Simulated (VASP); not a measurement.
Output of a VASP run:

**OSZICAR**
```
       N       E                     dE             d eps       ncg     rms          rms(c)
DAV:   1     0.107734143291E+03    0.10773E+03   -0.89597E+03  2888   0.134E+03
DAV:   2    -0.174844249514E+02   -0.12522E+03   -0.11766E+03  3364   0.334E+02
DAV:   3    -0.229699010783E+02   -0.54855E+01   -0.53879E+01  4140   0.632E+01
DAV:   4    -0.231913686111E+02   -0.22147E+00   -0.22137E+00  3744   0.121E+01
DAV:   5    -0.231984916465E+02   -0.71230E-02   -0.71235E-02  4116   0.177E+00    0.225E+01
DAV:   6    -0.202260102273E+02    0.29725E+01   -0.13991E+01  3260   0.268E+01    0.902E+00
DAV:   7    -0.201133136826E+02    0.11270E+00   -0.61482E-01  3396   0.639E+00    0.634E+00
DAV:   8    -0.200981431922E+02    0.15170E-01   -0.12930E-01  3096   0.331E+00    0.127E+00
DAV:   9    -0.200951487591E+02    0.29944E-02   -0.26500E-02  3560   0.107E+00    0.466E-01
DAV:  10    -0.200952091587E+02   -0.60400E-04   -0.18436E-03  3360   0.545E-01    0.304E-01
DAV:  11    -0.200950338817E+02    0.17528E-03   -0.57904E-04  3216   0.186E-01    0.188E-02
DAV:  12    -0.200950342041E+02   -0.32239E-06   -0.83416E-06  4084   0.345E-02    0.874E-03
DAV:  13    -0.200950341269E+02    0.77177E-07   -0.25538E-07  2924   0.527E-03
   1 F= -.20095034E+02 E0= -.20095034E+02  d E =0.000000E+00
```

### OUTCAR
```
------------------------ aborting loop because EDIFF is reached ----------------------------------------
  FORCE on cell =-STRESS in cart. coord.  units (eV):
  Direction    XX          YY          ZZ          XY          YZ          ZX
  --------------------------------------------------------------------------------------
  Total       -0.0138430     -0.0138430     -0.0138430      0.0000000     -0.0000000     -0.0000000
  in kB       -0.8728676     -0.8728676     -0.8728676      0.0000000     -0.0000000     -0.0000000
  external PRESSURE =      -0.8728676 kB  Pullay stress =       0.0000000 kB
  volume of cell :       25.41
      direct lattice vectors                 reciprocal lattice vectors
     0.000000000  2.333388186  2.333388186    -0.214280677  0.214280677  0.214280677
     2.333388186  0.000000000  2.333388186     0.214280677 -0.214280677  0.214280677
     2.333388186  2.333388186  0.000000000     0.214280677  0.214280677 -0.214280677
 POSITION                                       TOTAL-FORCE (eV/Angst)
 -----------------------------------------------------------------------------------
      0.00000      0.00000      0.00000        -0.000000     -0.000000     -0.000000
      2.33339      2.33339      2.33339         0.000000      0.000000      0.000000
 -----------------------------------------------------------------------------------
    total drift:                                0.000000      0.000000      0.000000
  FREE ENERGIE OF THE ION-ELECTRON SYSTEM (eV)
  ---------------------------------------------------
  free  energy   TOTEN  =       -20.0950341269 eV

  energy  without entropy=      -20.0950341269  energy(sigma->0) =      -20.09503413

 total charge

# of ion       s       p       d       tot
------------------------------------------
    1        2.181   6.047   1.667   9.895
    2        0.882   1.470   0.000   2.352
--------------------------------------------------
tot          3.063   7.517   1.667  12.247
```
(Selected blocks of OUTCAR.)

POSCAR:
```
ZrC
1
    0.0000000000     2.3333881856     2.3333881856
    2.3333881856     0.0000000000     2.3333881856
    2.3333881856     2.3333881856     0.0000000000
Zr C
1 1
Direct
  0.0000000000   0.0000000000   0.0000000000
  0.5000000000   0.5000000000   0.5000000000
```

Problem. Write an INCAR and KPOINTS that could have produced this output.

Solution. Several could match; the one computed here: the input of the run itself, AM05 GGA, plane waves, VASP's PBE PAW potentials (set 64).

KPOINTS:
```
Automatic
0
G
  15 15 15
```

### INCAR
```
ALGO=Normal
EDIFF=1E-7
ENCUT=520
GGA=AM
ISIF=2
ISMEAR=-5
LASPH=.TRUE.
LCHARG=.TRUE.
LMAXMIX=4
LORBIT=11
LREAL=.FALSE.
LWAVE=.FALSE.
NEDOS=601
NELM=100
PREC=Accurate
SYSTEM=ZrC
```

POTCAR, in this order: Zr_sv C (PBE.64 set). Program: vasp_std.

For a metal the tetrahedron method with Blöchl corrections gives inexact stress and forces.

The compound is ZrC in the rock salt structure. It was relaxed first.
